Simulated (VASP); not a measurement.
Consider the following.

```yaml
crystal:
  lattice:
    - [-2.11058, 2.11058, 2.11058]
    - [2.11058, -2.11058, 2.11058]
    - [2.11058, 2.11058, -2.11058]
  atoms:
    - { symbol: Na, position: [0.00000, 0.00000, 0.00000] }
```

All values below come from r2SCAN+rVV10, VASP's PBE PAW potentials (set 64) (plane waves; VASP). Run with 520 eV cut-off, 14×14×14 Γ-centred mesh, tetrahedra with Blöchl corrections, potentials Na_pv.

Give the energies of bands 4 to 6 at the high-symmetry points, in eV from the Fermi level.

```json
[
 {"band": "4", "Γ": "-3.50", "H": "4.64", "N": "0.68", "P": "2.78"},
 {"band": "5", "Γ": "12.29", "H": "4.64", "N": "1.38", "P": "2.78"},
 {"band": "6", "Γ": "12.29", "H": "5.21", "N": "8.56", "P": "2.78"}
]
```

It has no gap at this level: it comes out as a metal or semimetal.

The compound is Na in the bcc structure. It was relaxed first.
